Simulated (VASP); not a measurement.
Wanted: the native input for a VASP 6.6.1 run.

- Task: single point
- Functional: PBEsol
- Potentials or basis: VASP PAW PBE potentials, release 64 (Mn_pv, Al, N)
- Cutoff: 450 eV
- k mesh: 3 × 3 × 2
- Occupations: gaussian, width 0.03 eV
- Spin: collinear spin, ferromagnetic start
- Hubbard terms: Mn d U = 3.5 eV
- Dq: 0
- Further INCAR settings: LREAL = Auto; ALGO = Normal; EDIFF = 1e-05; NBANDS = 95

The structure of MnAl15N16 (a cell with a defect) lies in POSCAR:

```
MnAl15N16
1.0
    6.2200008610      0.0000000000      0.0000000000
   -3.1100004305      5.3866787572      0.0000000000
    0.0000000000      0.0000000000      9.9600000000
Mn Al N
1 15 16
Direct
    0.3333333333      0.1666666667      0.0000000000
    0.3333333333      0.1666666667      0.5000000000
    0.3333333333      0.6666666667      0.0000000000
    0.3333333333      0.6666666667      0.5000000000
    0.8333333333      0.1666666667      0.0000000000
    0.8333333333      0.1666666667      0.5000000000
    0.8333333333      0.6666666667      0.0000000000
    0.8333333333      0.6666666667      0.5000000000
    0.1666666667      0.3333333333      0.2500000000
    0.1666666667      0.3333333333      0.7500000000
    0.1666666667      0.8333333333      0.2500000000
    0.1666666667      0.8333333333      0.7500000000
    0.6666666667      0.3333333333      0.2500000000
    0.6666666667      0.3333333333      0.7500000000
    0.6666666667      0.8333333333      0.2500000000
    0.6666666667      0.8333333333      0.7500000000
    0.3333333333      0.1666666667      0.1910000000
    0.3333333333      0.1666666667      0.6910000000
    0.3333333333      0.6666666667      0.1910000000
    0.3333333333      0.6666666667      0.6910000000
    0.8333333333      0.1666666667      0.1910000000
    0.8333333333      0.1666666667      0.6910000000
    0.8333333333      0.6666666667      0.1910000000
    0.8333333333      0.6666666667      0.6910000000
    0.1666666667      0.3333333333      0.4410000000
    0.1666666667      0.3333333333      0.9410000000
    0.1666666667      0.8333333333      0.4410000000
    0.1666666667      0.8333333333      0.9410000000
    0.6666666667      0.3333333333      0.4410000000
    0.6666666667      0.3333333333      0.9410000000
    0.6666666667      0.8333333333      0.4410000000
    0.6666666667      0.8333333333      0.9410000000
```

One way to write it, as run:

INCAR

```
  PREC = Accurate
  ENCUT = 450
  EDIFF = 1E-5
  ISMEAR = 0
  SIGMA = 0.03
  LREAL = Auto
  LASPH = True
  NELM = 120
  ALGO = Normal
  ISIF = 2
  LWAVE = False
  LCHARG = False
  ISPIN = 2
  MAGMOM = 0.4 0 0 0 0 0 0 0 0 0 0 0 0 0 0 0 0 0 0 0 0 0 0 0 0 0 0 0 0 0 0 0
  LORBIT = 11
  LMAXMIX = 4
  LDAU = True
  LDAUTYPE = 2
  LDAUL = 2 -1 -1
  LDAUU = 3.5 0 0
  LDAUJ = 0 0 0
  LDAUPRINT = 1
  GGA = PS
  NBANDS = 95
  KPAR = 4
```

KPOINTS

```
Automatic mesh
0
Gamma
  3 3 2
```

Potentials or basis: VASP PAW PBE potentials, release 64 (Mn_pv, Al, N).

The run is started by

```console
$ cat potpaw_PBE.64/Mn_pv/POTCAR potpaw_PBE.64/Al/POTCAR potpaw_PBE.64/N/POTCAR > POTCAR
$ mpirun -np 4 vasp_std > vasp.out
```

Results of the run:

| Quantity | Value |
| --- | --- |
| Largest force | 1.902 eV/Å |
| Band gap on the k mesh | none (metal or under the smearing width) |
| Net moment | 4.00 μB per cell |
| Site moments | Mn +3.68; Al +0.00, +0.01; N -0.06, +0.00, -0.00 μB |
| Valence electrons inside the program's atomic spheres | Mn 11.86; Al 0.81; N 3.82, 3.84 |

Caveat: the k mesh is coarse (spacing up to 0.39 Å⁻¹), so the values aren't converged; the PAW data sets were made with another functional, which shifts forces and pressure a little; only a ferromagnetic start was run, and an antiferromagnetic order may lie lower in energy.

Wall time 3.5 min on 4 MPI ranks on Intel(R) Xeon(R) 6975P-C (Granite Rapids), with other jobs on the host, peak memory 0.63 GiB a rank.
